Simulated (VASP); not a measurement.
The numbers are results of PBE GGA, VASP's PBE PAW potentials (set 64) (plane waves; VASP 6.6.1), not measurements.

VASP ran on this input.

File POSCAR:
```
MnO2
1
    4.4311292541    -0.0000000000     0.0000000000
    0.0000000000     4.4311292541     0.0000000000
    0.0000000000     0.0000000000     2.8749590121
Mn O
2 4
Direct
  0.0000000000   0.0000000000   0.0000000000
  0.5000000000   0.5000000000   0.5000000000
  0.3042553648   0.3042553648   0.0000000000
  0.8042553648   0.1957446352   0.5000000000
  0.1957446352   0.8042553648   0.5000000000
  0.6957446352   0.6957446352   1.0000000000
```

KPOINTS:
```
kpoints
0
Gamma
 8 8 12
0 0 0
```

### INCAR
```
# general
SYSTEM  = MnO2
PREC    = Accurate
ENCUT   = 520
LREAL   = .FALSE.
LASPH   = .TRUE.

# electronic loop
EDIFF   = 1E-7
NELM    = 100
ALGO    = Normal
LMAXMIX = 4

# smearing
ISMEAR  = -5

# functional
GGA     = PE

# spin
ISPIN   = 2
MAGMOM  = 2.5 -2.5 -0.0 0.0 0.0 -0.0

# ions
ISIF    = 2

# output
LWAVE   = .FALSE.
LCHARG  = .TRUE.
LORBIT  = 11
NEDOS   = 601

# other
LEFG    = .TRUE.
```

POTCAR, in this order: Mn_pv O (PBE.64 set). Program: vasp_std.

The resulting files:

### OSZICAR
```
       N       E                     dE             d eps       ncg     rms          rms(c)
DAV:   1     0.649092524527E+03    0.64909E+03   -0.28712E+04 12880   0.201E+03
DAV:   2     0.204762995349E+02   -0.62862E+03   -0.59225E+03 13564   0.569E+02
DAV:   3    -0.608964098423E+02   -0.81373E+02   -0.79514E+02 15798   0.192E+02
DAV:   4    -0.640989615418E+02   -0.32026E+01   -0.31374E+01 14674   0.338E+01
DAV:   5    -0.641568638103E+02   -0.57902E-01   -0.57875E-01 13160   0.526E+00    0.432E+01
DAV:   6    -0.603097017445E+02    0.38472E+01   -0.17956E+02 15964   0.121E+02    0.576E+01
DAV:   7    -0.503958906185E+02    0.99138E+01   -0.14241E+02 16450   0.125E+02    0.198E+01
DAV:   8    -0.483092090076E+02    0.20867E+01   -0.92409E+00 13668   0.293E+01    0.811E+00
DAV:   9    -0.479098274716E+02    0.39938E+00   -0.20323E+00 17066   0.145E+01    0.314E+00
DAV:  10    -0.479253688827E+02   -0.15541E-01   -0.20501E-01 13330   0.373E+00    0.171E+00
DAV:  11    -0.479198275505E+02    0.55413E-02   -0.28832E-02 13494   0.201E+00    0.418E-01
DAV:  12    -0.479203227021E+02   -0.49515E-03   -0.34085E-03 14418   0.626E-01    0.235E-01
DAV:  13    -0.479201374481E+02    0.18525E-03   -0.33590E-04 16668   0.218E-01    0.958E-02
DAV:  14    -0.479200824155E+02    0.55033E-04   -0.85466E-05 14356   0.119E-01    0.317E-02
DAV:  15    -0.479200484650E+02    0.33950E-04   -0.74931E-05 14666   0.109E-01    0.200E-02
DAV:  16    -0.479200553716E+02   -0.69066E-05   -0.13091E-05 13984   0.481E-02    0.782E-03
DAV:  17    -0.479200579164E+02   -0.25448E-05   -0.13535E-06 16792   0.117E-02    0.196E-03
DAV:  18    -0.479200582237E+02   -0.30730E-06   -0.22725E-07  9442   0.333E-03    0.150E-03
DAV:  19    -0.479200578630E+02    0.36073E-06   -0.14329E-08  6378   0.170E-03    0.471E-04
DAV:  20    -0.479200574883E+02    0.37467E-06   -0.16654E-08  6348   0.955E-04    0.240E-04
DAV:  21    -0.479200576159E+02   -0.12762E-06   -0.37153E-09  6396   0.719E-04    0.105E-04
DAV:  22    -0.479200576513E+02   -0.35370E-07   -0.47220E-10  6348   0.168E-04
   1 F= -.47920058E+02 E0= -.47920058E+02  d E =0.000000E+00  mag=    -0.0000
```

OUTCAR:
```
------------------------ aborting loop because EDIFF is reached ----------------------------------------
  FORCE on cell =-STRESS in cart. coord.  units (eV):
  Direction    XX          YY          ZZ          XY          YZ          ZX
  --------------------------------------------------------------------------------------
  Total       -0.0683447     -0.0683447      0.0001622     -0.0000000      0.0000000      0.0000000
  in kB       -1.9397914     -1.9397914      0.0046049     -0.0000000      0.0000000      0.0000000
  external PRESSURE =      -1.2916593 kB  Pullay stress =       0.0000000 kB
  volume of cell :       56.45
      direct lattice vectors                 reciprocal lattice vectors
     4.431129254  0.000000000  0.000000000     0.225676107  0.000000000  0.000000000
     0.000000000  4.431129254  0.000000000     0.000000000  0.225676107  0.000000000
     0.000000000  0.000000000  2.874959012     0.000000000  0.000000000  0.347831046
 POSITION                                       TOTAL-FORCE (eV/Angst)
 -----------------------------------------------------------------------------------
      0.00000      0.00000      0.00000        -0.000000     -0.000000      0.000000
      2.21556      2.21556      1.43748        -0.000000     -0.000000      0.000000
      1.34819      1.34819      0.00000         0.005219      0.005219      0.000000
      3.56376      0.86737      1.43748         0.005219     -0.005219      0.000000
      0.86737      3.56376      1.43748        -0.005219      0.005219      0.000000
      3.08293      3.08293      0.00000        -0.005219     -0.005219     -0.000000
 -----------------------------------------------------------------------------------
    total drift:                                0.000000      0.000000     -0.000000
  FREE ENERGIE OF THE ION-ELECTRON SYSTEM (eV)
  ---------------------------------------------------
  free  energy   TOTEN  =       -47.9200576513 eV

  energy  without entropy=      -47.9200576513  energy(sigma->0) =      -47.92005765

 total charge

# of ion       s       p       d       tot
------------------------------------------
    1        0.346   6.452   4.898  11.697
    2        0.346   6.452   4.898  11.697
    3        1.569   3.450   0.000   5.019
    4        1.569   3.450   0.000   5.019
    5        1.569   3.450   0.000   5.019
    6        1.569   3.450   0.000   5.019
--------------------------------------------------
tot          6.968  26.705   9.797  43.469

 magnetization (x)

# of ion       s       p       d       tot
------------------------------------------
    1        0.013   0.021   2.492   2.526
    2       -0.013  -0.021  -2.492  -2.526
    3       -0.001  -0.049   0.000  -0.050
    4        0.001   0.049   0.000   0.050
    5        0.001   0.049   0.000   0.050
    6       -0.001  -0.049   0.000  -0.050
--------------------------------------------------
tot          0.000   0.000   0.000   0.000

 Electric field gradients after diagonalization (V/A^2)
 (convention: |V_zz| > |V_xx| > |V_yy|)
----------------------------------------------------------------------
 ion       V_xx      V_yy      V_zz     asymmetry (V_yy - V_xx)/ V_zz
----------------------------------------------------------------------
   1      -6.226    -2.154     8.380       0.486
   2      -6.226    -2.154     8.380       0.486
   3      65.223    28.339   -93.561       0.394
   4      65.223    28.339   -93.561       0.394
   5      65.223    28.339   -93.561       0.394
   6      65.223    28.339   -93.561       0.394
```
(Selected blocks of OUTCAR.)

OUTCAR:
```
 val. band max:        5.2003990291   @ k =   0.5000   0.3750   0.0833

 cond. band min:       5.0360419463   @ k =   0.0000   0.0000   0.0833


 Fermi energy:         5.1633765384

 spin component 1

 k-point     1 :       0.0000    0.0000    0.0000
  band No.  band energies     occupation
      1     -45.4446      1.00000
      2     -45.3543      1.00000
      3     -45.2720      1.00000
      4     -42.6038      1.00000
      5     -42.5580      1.00000
      6     -42.5279      1.00000
      7     -14.6316      1.00000
      8     -12.8156      1.00000
      9     -12.5180      1.00000
     10     -12.4162      1.00000
     11      -2.4943      1.00000
     12      -1.6461      1.00000
     13      -1.0166      1.00000
     14      -0.4163      1.00000
     15       0.0266      1.00000
     16       1.2323      1.00000
     17       1.3105      1.00000
     18       1.8096      1.00000
     19       2.8393      1.00000
     20       2.8915      1.00000
     21       3.5636      1.00000
     22       3.5719      1.00000
     23       4.0565      1.00000
     24       4.1261      1.00000
     25       4.7538      1.00000
     26       4.9411      0.79022
     27       5.5357      0.00000
     28       6.2705      0.00000
     29       7.1105      0.00000
     30       8.2637      0.00000

 k-point     2 :       0.1250    0.0000    0.0000
  band No.  band energies     occupation
      1     -45.4446      1.00000
      2     -45.3543      1.00000
      3     -45.2720      1.00000
      4     -42.6038      1.00000
      5     -42.5580      1.00000
      6     -42.5280      1.00000
      7     -14.5726      1.00000
      8     -12.8883      1.00000
      9     -12.5215      1.00000
     10     -12.4294      1.00000
     11      -2.3863      1.00000
     12      -1.5952      1.00000
     13      -0.9164      1.00000
     14      -0.4135      1.00000
     15       0.0447      1.00000
     16       1.1074      1.00000
...
```

For a metal the tetrahedron method with Blöchl corrections gives inexact stress and forces.

The compound is MnO2 in the rutile structure. It was relaxed first.
